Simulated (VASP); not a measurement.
InAs (zinc blende), at 0.96 of the tabulated volume:

```yaml
crystal:
  lattice:
    - [0.00000, 2.98905, 2.98905]
    - [2.98905, 0.00000, 2.98905]
    - [2.98905, 2.98905, 0.00000]
  atoms:
    - { symbol: In, position: [0.00000, 0.00000, 0.00000] }
    - { symbol: As, position: [0.25000, 0.25000, 0.25000] }
```

The lowest empty band near Γ, direction [100], from mBJ (TB09) with spin-orbit coupling in VASP (PAW); its two spin partners are averaged. The gap over the points computed is 0.80 eV, and the next band on that side lies 3.17 eV away at the edge.

Numerical set-up: 400 eV cut-off, 9×9×9 Γ-centred mesh, Gaussian smearing of 0.050 eV, potentials In_d As.

```
distance from the edge in k (1/Å)  distance in energy (meV)
---------------------------------  ------------------------
0.012                                                   9.3
0.018                                                  20.5
0.025                                                  38.7
0.035                                                  73.1
0.050                                                 139.2
0.070                                                 246.1
```

Question: Fit E(1 + αE) = ħ²k²/2m* (ħ²/2m0 = 3.810 eV Å²) and predict the row at 0.095 1/Å.

Answer: Least squares on the energies gives the electron mass m* = 0.059 m0 and α = 1.18 per eV, and so 398.0 meV. The run gave 397.8 meV, -0.2 meV from the fit. So light an electron mass at Γ scales with the gap, and carries this level's error in it.

Left out are points under 3 meV from the edge, since the levels carry 0.1 meV, and points farther than half the way to the next band.

The compound is InAs in the zinc blende structure. The cell was not relaxed at this level.
